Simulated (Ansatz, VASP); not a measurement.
Os2Ru: VASP beside Ansatz

```
Ru Os
1.0
     0.00000    3.58209    3.58209
     3.58209    0.00000    3.58209
     3.58209    3.58209    0.00000
Ru Os
2 4
Direct
  0.00000 0.00000 0.00000
  0.25000 0.25000 0.25000
  0.62500 0.62500 0.62500
  0.12500 0.62500 0.62500
  0.62500 0.62500 0.12500
  0.62500 0.12500 0.62500
```

Alike in both runs: functional PBE; k mesh 4 × 4 × 4; occupations gaussian, width 0.1 eV; no spin polarisation.

Ansatz relaxed the structure, and its values are those at the end. VASP's run is a single point on that final structure, the one shown.

```csv
,VASP,Ansatz
version,VASP 6.6.1,Ansatz 0.2.0
potentials or method,"VASP PAW PBE potentials, release 64 (Ru_pv, Os)","scalar-relativistic, plane waves, PAW"
plane-wave cutoff (eV),520,420
valence electrons in the cell,60,96
```

VASP gave:

```
gap on the k mesh at the Fermi level (eV) : none
pressure (GPa)                            : -0.1
```

Q: What did Ansatz give for the same quantities?

A: gap on the k mesh at the Fermi level (eV): none; pressure (GPa): -0.2.

A gap of «none» marks a metal or a gap that the smearing closes. The two sets of potentials don't hold the same shells in valence.

Caveats: the k mesh is coarse (spacing up to 0.38 Å⁻¹), so the values aren't converged. Spin-orbit coupling is left out, which matters for the levels of Os.
